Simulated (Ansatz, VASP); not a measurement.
# Cross-check of AlNi between VASP and Ansatz, part 2 of 2

Aim: how closely do two programs agree when they are given the same cell, functional and k mesh? The cell is taken from a series of runs on this material, whose earlier steps may have relaxed, scaled, displaced or heated it; both programs get it as it stands.

VASP 6.6.1 and Ansatz 0.2.0.

So far: Set-up; Ansatz: zone-centre phonons, PBEsol.

### Step 3. VASP: zone-centre phonons, PBEsol

Level of this step: PBEsol, no spin polarisation; plane waves and PAW (Al, Ni) (VASP).

The same cell, functional, mesh and smearing now go to VASP, with its own data sets.

Lines of VASP's logs that name or quote its potential files are left out, and so is its time.

Input file INCAR:

```
SYSTEM = AlNi
PREC = Accurate
ENCUT = 600
EDIFF = 1E-08
NELM = 120
ISMEAR = 1
SIGMA = 0.2
LREAL = .FALSE.
ALGO = Normal
GGA = PS
NBANDS = 12
LASPH = .TRUE.
LORBIT = 11
LWAVE = .FALSE.
LCHARG = .FALSE.
ISIF = 2
IBRION = 8
GGA_COMPAT = .FALSE.
KPAR = 2
```

Input file POSCAR:

```
AlNi
1.0
    2.9250838658      0.0511247837      0.0000000000
    0.0511247837      2.9250838658      0.0000000000
    0.0000000000      0.0000000000      2.7923783715
Al Ni
1 1
Direct
    0.0000000000      0.0000000000      0.0000000000
    0.5000000000      0.5000000000      0.5000000000
```

Input file KPOINTS:

```
Automatic mesh
0
Gamma
16 16 16
0 0 0
```

The projector-augmented-wave data sets are Al and Ni (PBE family, release 64).

Command:

```sh
mpirun -np 2 vasp_std
```

Numbers of over 12 decimals in the logs are rounded to 6 here.

What it wrote:

```text
[banner, memory and clock lines left out]
running    2 mpi-ranks, on    1 nodes
 distrk:  each k-point on    1 cores,    2 groups
 distr:  one band on    1 cores,    1 groups

 POSCAR found type information on POSCAR AlNi
 POSCAR found :  2 types and       2 ions
|                                                                             |
|               ----> ADVICE to this user running VASP <----                  |
|                                                                             |
|     You enforced a specific xc type in the INCAR file but a different       |
|     [... a line on the potential file left out ...]
|     I HOPE YOU KNOW WHAT YOU ARE DOING!                                     |
|                                                                             |

 LDA part: xc-table for (Slater+PW92), standard interpolation
 POSCAR, INCAR and KPOINTS ok, starting setup
 FFT: planning ... GRIDC
 FFT: planning ... GRID_SOFT
 FFT: planning ... GRID
 WAVECAR not read
 entering main loop
       N       E                     dE             d eps       ncg     rms          rms(c)
DAV:   1     0.434837303786E+02    0.43484E+02   -0.60886E+03 15880   0.127E+03
DAV:   2    -0.114231472324E+02   -0.54907E+02   -0.50764E+02 16120   0.206E+02
DAV:   3    -0.131692189782E+02   -0.17461E+01   -0.17257E+01 19020   0.430E+01
DAV:   4    -0.131942189567E+02   -0.25000E-01   -0.24990E-01 17720   0.463E+00
DAV:   5    -0.131949577623E+02   -0.73881E-03   -0.73879E-03 18912   0.886E-01    0.128E+01
DAV:   6    -0.153621414392E+02   -0.21672E+01   -0.55796E+01 17552   0.118E+02    0.166E+01
DAV:   7    -0.115954284100E+02    0.37667E+01   -0.16038E+01 17760   0.701E+01    0.122E+00
DAV:   8    -0.115767345128E+02    0.18694E-01   -0.40882E-01 19384   0.760E+00    0.993E-01
DAV:   9    -0.115622911943E+02    0.14443E-01   -0.47218E-02 19124   0.310E+00    0.220E-01
DAV:  10    -0.115617453205E+02    0.54587E-03   -0.19659E-03 19924   0.655E-01    0.821E-02
DAV:  11    -0.115617435352E+02    0.17853E-05   -0.65065E-05 19956   0.826E-02    0.208E-02
DAV:  12    -0.115617424540E+02    0.10813E-05   -0.48120E-06 20820   0.343E-02    0.478E-03
DAV:  13    -0.115617419991E+02    0.45490E-06   -0.20901E-07 22776   0.631E-03    0.115E-03
DAV:  14    -0.115617419950E+02    0.40759E-08   -0.25850E-08 11212   0.213E-03
   1 F= -.11561742E+02 E0= -.11561716E+02  d E =-.787906E-04
 Linear response reoptimize wavefunctions to high precision
DAV:   1    -0.115617420108E+02   -0.15824E-07   -0.41898E-09 17964   0.109E-03
DAV:   2    -0.115617420108E+02   -0.77307E-11   -0.58138E-11  8972   0.754E-05
 Linear response DOF=           4
 Linear response progress:
  Degree of freedom:   1/  4
       N       E                     dE             d eps       ncg     rms          rms(c)
RMM:   1    -0.602500586224E-02   -0.60250E-02    0.40434E-03 63476   0.656E-01
RMM:   2    -0.571906728462E-02    0.30594E-03   -0.10078E-04 42502   0.239E-01    0.604E-02
RMM:   3    -0.570996612333E-02    0.91012E-05   -0.11454E-04 45888   0.851E-02    0.296E-02
RMM:   4    -0.578333275848E-02   -0.73367E-04   -0.44426E-05 45753   0.505E-02    0.621E-03
RMM:   5    -0.578853109377E-02   -0.51983E-05   -0.25793E-06 46754   0.121E-02    0.161E-03
RMM:   6    -0.578872232918E-02   -0.19124E-06   -0.12507E-07 45266   0.323E-03    0.993E-04
RMM:   7    -0.578866816687E-02    0.54162E-07   -0.22486E-08 43304   0.166E-03    0.706E-04
RMM:   8    -0.578855541277E-02    0.11275E-06   -0.39190E-09 48634   0.526E-04    0.226E-04
RMM:   9    -0.578882308439E-02   -0.26767E-06   -0.56993E-10 49215   0.163E-04    0.482E-05
RMM:  10    -0.578879364558E-02    0.29439E-07   -0.41584E-12 49040   0.583E-05    0.758E-06
RMM:  11    -0.578881862148E-02   -0.24976E-07   -0.10140E-10 49486   0.240E-05    0.211E-06
RMM:  12    -0.578881457663E-02    0.40448E-08   -0.38941E-11 49775   0.983E-06    0.539E-07
 first order change of Fermi-energy   0.82975E-04
 force on displaced ion       1 direction 1 :  -5.812   1.013   0.000
 Linear response progress:
  Degree of freedom:   2/  4
       N       E                     dE             d eps       ncg     rms          rms(c)
RMM:   1    -0.521913481408E-02   -0.52191E-02    0.50277E-04 35334   0.577E-01
RMM:   2    -0.496276030739E-02    0.25637E-03   -0.14942E-04 24177   0.204E-01    0.529E-02
RMM:   3    -0.496244878014E-02    0.31153E-06   -0.74129E-05 25736   0.693E-02    0.275E-02
RMM:   4    -0.502760893629E-02   -0.65160E-04   -0.30689E-05 25630   0.427E-02    0.555E-03
RMM:   5    -0.503299691187E-02   -0.53880E-05   -0.14577E-06 26317   0.100E-02    0.192E-03
RMM:   6    -0.503358350725E-02   -0.58660E-06    0.30479E-08 23822   0.362E-03    0.107E-03
RMM:   7    -0.503357015571E-02    0.13352E-07   -0.15332E-08 23456   0.210E-03    0.445E-04
RMM:   8    -0.503341832335E-02    0.15183E-06    0.17498E-09 27488   0.573E-04    0.238E-04
RMM:   9    -0.503367033787E-02   -0.25201E-06   -0.21097E-10 27417   0.152E-04    0.382E-05
RMM:  10    -0.503364160042E-02    0.28737E-07    0.20958E-10 27497   0.542E-05    0.137E-05
RMM:  11    -0.503365357930E-02   -0.11979E-07   -0.13298E-11 27691   0.198E-05    0.579E-06
RMM:  12    -0.503365275488E-02    0.82442E-09   -0.61626E-11 27339   0.792E-06    0.102E-06
 first order change of Fermi-energy  -0.21814E-03
 force on displaced ion       1 direction 3 :   0.000   0.000  -5.761
 Linear response progress:
  Degree of freedom:   3/  4
       N       E                     dE             d eps       ncg     rms          rms(c)
RMM:   1    -0.187034825257E+00   -0.18703E+00   -0.10009E-01 41566   0.267E+00
RMM:   2    -0.185540345362E+00    0.14945E-02   -0.16317E-03 41697   0.502E-01    0.131E-01
RMM:   3    -0.185568073728E+00   -0.27728E-04   -0.12865E-04 44614   0.964E-02    0.774E-02
RMM:   4    -0.186012346412E+00   -0.44427E-03   -0.17704E-04 48059   0.103E-01    0.537E-03
RMM:   5    -0.185990764611E+00    0.21582E-04   -0.33829E-06 49319   0.194E-02    0.343E-03
RMM:   6    -0.185985044034E+00    0.57206E-05   -0.25060E-07 44856   0.611E-03    0.246E-03
RMM:   7    -0.185973866320E+00    0.11178E-04   -0.11286E-07 48728   0.367E-03    0.532E-04
RMM:   8    -0.185967932782E+00    0.59335E-05   -0.82881E-09 50522   0.793E-04    0.790E-05
RMM:   9    -0.185967459183E+00    0.47360E-06   -0.59496E-10 51698   0.164E-04    0.272E-05
RMM:  10    -0.185967180606E+00    0.27858E-06   -0.23891E-10 51689   0.540E-05    0.111E-05
RMM:  11    -0.185967182137E+00   -0.15308E-08   -0.18269E-10 51606   0.299E-05    0.119E-06
 first order change of Fermi-energy  -0.72778E-03
 force on displaced ion       2 direction 1 :  -5.833   1.015   0.000
 Linear response progress:
  Degree of freedom:   4/  4
       N       E                     dE             d eps       ncg     rms          rms(c)
RMM:   1    -0.184961919097E+00   -0.18496E+00   -0.97364E-02 23342   0.266E+00
RMM:   2    -0.183822032371E+00    0.11399E-02   -0.16899E-03 23385   0.488E-01    0.126E-01
RMM:   3    -0.183774079546E+00    0.47953E-04   -0.12129E-04 25052   0.961E-02    0.748E-02
RMM:   4    -0.184124207839E+00   -0.35013E-03   -0.19730E-04 26798   0.111E-01    0.655E-03
RMM:   5    -0.184114684293E+00    0.95235E-05   -0.38280E-06 27367   0.213E-02    0.462E-03
RMM:   6    -0.184104294996E+00    0.10389E-04   -0.16786E-07 24907   0.506E-03    0.307E-03
RMM:   7    -0.184090082129E+00    0.14213E-04   -0.74652E-08 23896   0.321E-03    0.415E-04
RMM:   8    -0.184085889342E+00    0.41928E-05   -0.15226E-08 28388   0.107E-03    0.148E-04
RMM:   9    -0.184084916670E+00    0.97267E-06   -0.37977E-09 27958   0.488E-04    0.615E-05
RMM:  10    -0.184084922887E+00   -0.62166E-08   -0.51213E-10 28218   0.176E-04    0.248E-05
 first order change of Fermi-energy   0.27746E-02
 force on displaced ion       2 direction 3 :   0.000   0.000  -5.759
 Linear response finished
```

OUTCAR, selected parts (step 3):

```text
ion  position               nearest neighbor table
   1  0.000  0.000  0.000-   2 2.47   2 2.47   2 2.47   2 2.47   2 2.53   2 2.53   2 2.53   2 2.53

  LATTYP: Found a base centered orthorhombic cell.
 ALAT       =     4.0643919116
 B/A-ratio  =     1.0355779482
 C/A-ratio  =     0.6870347231

 Subroutine GETGRP returns: Found  8 space group operations
 (whereof  8 operations were pure point group operations)

The static configuration has the point symmetry D_2h.

 Found    657 irreducible k-points:

   k-points           NKPTS =    657   k-points in BZ     NKDIM =    657   number of bands    NBANDS=     12

   dimension x,y,z NGX =    24 NGY =   24 NGZ =   24
   dimension x,y,z NGXF=    48 NGYF=   48 NGZF=   48

   ENCUT  =  600.0 eV  44.10 Ry    6.64 a.u.   5.84  5.84  5.58*2*pi/ulx,y,z

   NELECT =      13.0000    total number of electrons

 k-points in reciprocal lattice and weights: Automatic mesh
   0.00000000  0.00000000  0.00000000       0.000
   0.06250000  0.00000000  0.00000000       0.001
   0.12500000  0.00000000  0.00000000       0.001
   0.18750000  0.00000000  0.00000000       0.001
   0.25000000  0.00000000  0.00000000       0.001
   0.31250000  0.00000000  0.00000000       0.001
   0.37500000  0.00000000  0.00000000       0.001
   0.43750000  0.00000000  0.00000000       0.001
   0.50000000  0.00000000  0.00000000       0.000
[...]
-0.43750000  0.43750000  0.50000000       0.000
   0.50000000  0.50000000  0.50000000       0.000

 average (electrostatic) potential at core
       1 -69.8003       2 -81.3168

  Total       -0.6108489     -0.6108489      0.0342206     -0.6293437      0.0000000      0.0000000
  in kB      -40.9756762    -40.9756762      2.2955127    -42.2163110      0.0000000      0.0000000
  external PRESSURE =     -26.5519466 kB  Pullay stress =       0.0000000 kB

  energy-cutoff  :      600.00
  volume of cell :       23.88
      direct lattice vectors                 reciprocal lattice vectors
     2.925083866  0.051124784  0.000000000     0.341975007 -0.005977059  0.000000000
     0.051124784  2.925083866  0.000000000    -0.005977059  0.341975007  0.000000000
     0.000000000  0.000000000  2.792378371     0.000000000  0.000000000  0.358117657

 POSITION                                       TOTAL-FORCE (eV/Angst)
 -----------------------------------------------------------------------------------
      0.00000      0.00000      0.00000         0.000000      0.000000      0.000000
      1.48810      1.48810      1.39619        -0.000000     -0.000000      0.000000
 -----------------------------------------------------------------------------------
    total drift:                                0.000000     -0.000000     -0.000000

 Eigenvectors and eigenvalues of the dynamical matrix
 ----------------------------------------------------

   1 f  =    9.504882 THz    59.720936 2PiTHz  317.048740 cm-1    39.309016 meV
             X         Y         Z           dx          dy          dz
      0.000000  0.000000  0.000000     0.584965   -0.584965   -0.000000
      1.488104  1.488104  1.396189    -0.397261    0.397261   -0.000000

   2 f  =    8.727564 THz    54.836904 2PiTHz  291.120211 cm-1    36.094290 meV
             X         Y         Z           dx          dy          dz
      0.000000  0.000000  0.000000    -0.000000    0.000000    0.827734
      1.488104  1.488104  1.396189     0.000000   -0.000000   -0.561121

   3 f  =    7.970892 THz    50.082594 2PiTHz  265.880350 cm-1    32.964947 meV
             X         Y         Z           dx          dy          dz
      0.000000  0.000000  0.000000     0.584915    0.584915    0.000000
      1.488104  1.488104  1.396189    -0.397335   -0.397335    0.000000

   4 f/i=    0.000760 THz     0.004777 2PiTHz    0.025362 cm-1     0.003144 meV
             X         Y         Z           dx          dy          dz
      0.000000  0.000000  0.000000    -0.000000   -0.000000    0.561121
      1.488104  1.488104  1.396189    -0.000000   -0.000000    0.827734

   5 f/i=    0.006970 THz     0.043793 2PiTHz    0.232491 cm-1     0.028825 meV
             X         Y         Z           dx          dy          dz
      0.000000  0.000000  0.000000     0.397335    0.397335    0.000000
      1.488104  1.488104  1.396189     0.584915    0.584915    0.000000

   6 f/i=    0.007105 THz     0.044641 2PiTHz    0.236991 cm-1     0.029383 meV
             X         Y         Z           dx          dy          dz
      0.000000  0.000000  0.000000     0.397261   -0.397261   -0.000000
      1.488104  1.488104  1.396189     0.584965   -0.584965   -0.000000

 ELASTIC MODULI CONTR FROM IONIC RELAXATION (kBar)
 Direction    XX          YY          ZZ          XY          YZ          ZX
 --------------------------------------------------------------------------------
 XX           0.0000      0.0000      0.0000      0.0000      0.0000      0.0000
 YY           0.0000      0.0000      0.0000      0.0000      0.0000      0.0000
 ZZ           0.0000      0.0000      0.0000      0.0000      0.0000      0.0000
 XY           0.0000      0.0000      0.0000      0.0000      0.0000      0.0000
 YZ           0.0000      0.0000      0.0000      0.0000      0.0000      0.0000
 ZX           0.0000      0.0000      0.0000      0.0000      0.0000      0.0000
 --------------------------------------------------------------------------------
```

This run has no spin polarisation, so a moment on Ni, if there is one, isn't seen. Its electron count is odd, so without a moment it is a metal by construction.

### Step 4. Differences

Known differences besides the potentials themselves: the data sets hold 21 valence electrons in Ansatz (on its PAW soft_1 files) and 13 in VASP; the cutoff is 420 eV in Ansatz and 600 eV in VASP; Ansatz makes its cores anew for this functional, VASP keeps those of its PBE data sets. Total energies have different zeros and are not compared.

Compared:

| quantity | Ansatz | VASP | difference |
| --- | --- | --- | --- |
| optical mode 1 (cm⁻¹) | 264.6 | 265.9 | -0.47 % |
| optical mode 2 (cm⁻¹) | 290.0 | 291.1 | -0.38 % |
| optical mode 3 (cm⁻¹) | 315.5 | 317.0 | -0.50 % |

Modes are paired by rising frequency, not by their patterns, so a pair may set unlike modes beside each other; they are those without the splitting of longitudinal modes.

### Step 5. Results

```json
{"r.m.s. difference of the optical zone-centre modes, each program's sorted by frequency (zone-centre phonons, PBEsol)": "1.3 cm⁻¹"}
```

The r.m.s. difference of the optical zone-centre modes, each program's sorted by frequency is 1.3 cm⁻¹ (zone-centre phonons, PBEsol). The data sets hold unlike numbers of valence electrons (21 in Ansatz and 13 in VASP), so part of the differences may come from the potentials. Such differences can come from data sets, numerical settings and the points named under the comparisons, not from the functional's error against experiment.

[Lines on the potential files, build, host, timing and source positions are cut from VASP's logs without a mark.]

[Logs are printed without paths, hosts, clocks, repeated set-up lines and the standing remarks that a program may print on its own settings, such as how far it seeks lower states.]

[Hosts, paths, dates, database ids (printed as entryN), source tags and the programs' standing remarks are cut or masked in the printed files.]
